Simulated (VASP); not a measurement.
Method: PBEsol GGA, VASP's PBE PAW potentials (set 64) (plane waves; VASP 6.6.1).

VASP ran on this input.

File KPOINTS:
```
Automatic mesh
0
Gamma
5 5 7
0 0 0
```

INCAR:
```
! general
SYSTEM =TaO2
PREC   =Accurate
ENCUT  =400
LREAL  =F   ! projection in real space or not
LASPH  =T

! electronic loop
EDIFF  =1E-6
NELM   =100
ALGO   =Normal   ! blocked Davidson
LMAXMIX=6   ! l cut-off of mixed one-centre charges

! smearing
ISMEAR =0
SIGMA  =0.1   ! width (eV)

! functional
GGA    =PS

! ions
ISIF   =2   ! forces and stress, cell fixed

! output
LWAVE  =F
LCHARG =F
```

### POSCAR
```
TaO2
1
    4.8359680000     0.0000000000     0.0000000000
    0.0000000000     4.8359680000     0.0000000000
    0.0000000000     0.0000000000     3.1143880000
Ta O
2 4
Direct
  0.0000000000   0.0000000000   0.0000000000
  0.5000000000   0.5000000000   0.5000000000
  0.3049600000   0.3049600000   0.0000000000
  0.8049600000   0.1950400000   0.5000000000
  0.1950400000   0.8049600000   0.5000000000
  0.6950400000   0.6950400000   0.0000000000
```

POTCAR, in this order: Ta_pv O (PBE.64 set). Program: vasp_std.

Question: What will the output report for the number of irreducible k-points (NKPTS), largest plane-wave count, number of space-group operations, FFT grid (NGX, NGY, NGZ)?

Answer: 
```json
{
 "number of irreducible k-points (NKPTS)": "24",
 "largest_plane_wave_count": "1338",
 "number_of_space_group_operations": "16",
 "FFT grid (NGX, NGY, NGZ)": "32 × 32 × 20"
}
```

The structure was generated: TaO2 was put into an ordered model structure, which need not be its known phase. The cell was not relaxed at this level.
